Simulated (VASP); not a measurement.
All values below come from revTPSS meta-GGA, VASP's PBE PAW potentials (set 64) (plane waves; VASP 6.6.1).

A VASP calculation is set up with these files.

File KPOINTS:
```
Automatic mesh
0
Gamma
13 13 13
0 0 0
```

### POSCAR
```
CoAl
1
    2.7929702332     0.0000000000     0.0000000000
    0.0000000000     2.7929702332     0.0000000000
    0.0000000000     0.0000000000     2.7929702332
Al Co
1 1
Direct
  0.5000000000   0.5000000000   0.5000000000
  0.0000000000   0.0000000000   0.0000000000
```

### INCAR
```
SYSTEM=CoAl
PREC=Accurate; ENCUT=520; LREAL=.False.
LASPH=.True.
EDIFF=1E-7; NELM=100; ALGO=Normal
LMAXMIX=4; LMIXTAU=.True.
ISMEAR=1; SIGMA=0.1
METAGGA=RTPSS
ISIF=2
LWAVE=.False.; LCHARG=.False.
```

POTCAR, in this order: Al Co (PBE.64 set). Program: vasp_std.

What VASP printed:

OSZICAR:
```
       N       E                     dE             d eps       ncg     rms          rms(c)
DAV:   1     0.572770322806E+02    0.57277E+02   -0.63617E+03  1704   0.152E+03
DAV:   2     0.169782212827E+01   -0.55579E+02   -0.52793E+02  1702   0.236E+02
DAV:   3    -0.393231070036E+00   -0.20911E+01   -0.20834E+01  1998   0.656E+01
DAV:   4    -0.429648736182E+00   -0.36418E-01   -0.36408E-01  2032   0.767E+00
DAV:   5    -0.430873929237E+00   -0.12252E-02   -0.12252E-02  1952   0.144E+00    0.936E+00
DAV:   6    -0.103872323764E+02   -0.99564E+01   -0.11622E+01  1680   0.503E+01    0.316E+00
DAV:   7    -0.104314495370E+02   -0.44217E-01   -0.89679E-02  1818   0.364E+00    0.201E+00
DAV:   8    -0.104908822543E+02   -0.59433E-01   -0.20038E+00  1922   0.231E+01    0.392E+00
DAV:   9    -0.104380366545E+02    0.52846E-01   -0.42623E-01  1904   0.106E+01    0.176E+00
DAV:  10    -0.104627481879E+02   -0.24712E-01   -0.12532E-01  1914   0.559E+00    0.759E-01
DAV:  11    -0.104620626939E+02    0.68549E-03   -0.20506E-03  2140   0.558E-01    0.681E-01
DAV:  12    -0.104627642908E+02   -0.70160E-03   -0.36943E-04  1896   0.283E-01    0.716E-01
DAV:  13    -0.104628450917E+02   -0.80801E-04   -0.40021E-02  1878   0.318E+00    0.156E-01
DAV:  14    -0.104628677532E+02   -0.22662E-04   -0.21809E-03  2190   0.634E-01    0.613E-02
DAV:  15    -0.104629093200E+02   -0.41567E-04   -0.49814E-05  2332   0.913E-02    0.770E-02
DAV:  16    -0.104628945519E+02    0.14768E-04   -0.63197E-05  1918   0.119E-01    0.343E-02
DAV:  17    -0.104629180407E+02   -0.23489E-04   -0.68228E-05  1964   0.123E-01    0.320E-02
DAV:  18    -0.104629202807E+02   -0.22400E-05   -0.28314E-06  1798   0.271E-02    0.262E-02
DAV:  19    -0.104629208957E+02   -0.61500E-06   -0.10293E-05  1906   0.505E-02    0.110E-02
DAV:  20    -0.104629208740E+02    0.21678E-07   -0.16364E-07   860   0.522E-03
   1 F= -.10462921E+02 E0= -.10462954E+02  d E =0.984931E-04
```

### OUTCAR
```
------------------------ aborting loop because EDIFF is reached ----------------------------------------
  FORCE on cell =-STRESS in cart. coord.  units (eV):
  Direction    XX          YY          ZZ          XY          YZ          ZX
  --------------------------------------------------------------------------------------
  Total        0.8695452      0.8695452      0.8695452      0.0000000     -0.0000000      0.0000000
  in kB       63.9445937     63.9445937     63.9445937      0.0000000     -0.0000000      0.0000000
  external PRESSURE =      63.9445937 kB  Pullay stress =       0.0000000 kB
  volume of cell :       21.79
      direct lattice vectors                 reciprocal lattice vectors
     2.792970233  0.000000000  0.000000000     0.358041768  0.000000000  0.000000000
     0.000000000  2.792970233  0.000000000     0.000000000  0.358041768  0.000000000
     0.000000000  0.000000000  2.792970233     0.000000000  0.000000000  0.358041768
 POSITION                                       TOTAL-FORCE (eV/Angst)
 -----------------------------------------------------------------------------------
      1.39649      1.39649      1.39649         0.000000      0.000000      0.000000
      0.00000      0.00000      0.00000         0.000000      0.000000      0.000000
 -----------------------------------------------------------------------------------
    total drift:                               -0.000000      0.000000      0.000000
  FREE ENERGIE OF THE ION-ELECTRON SYSTEM (eV)
  ---------------------------------------------------
  free  energy   TOTEN  =       -10.4629208740 eV

  energy  without entropy=      -10.4630193671  energy(sigma->0) =      -10.46295371
```
(Selected blocks of OUTCAR.)

The compound is CoAl in the CsCl type structure. This cell is one point of a volume scan, at 0.97 of the reference volume. The run is not spin-polarised, so no magnetic state was tried.
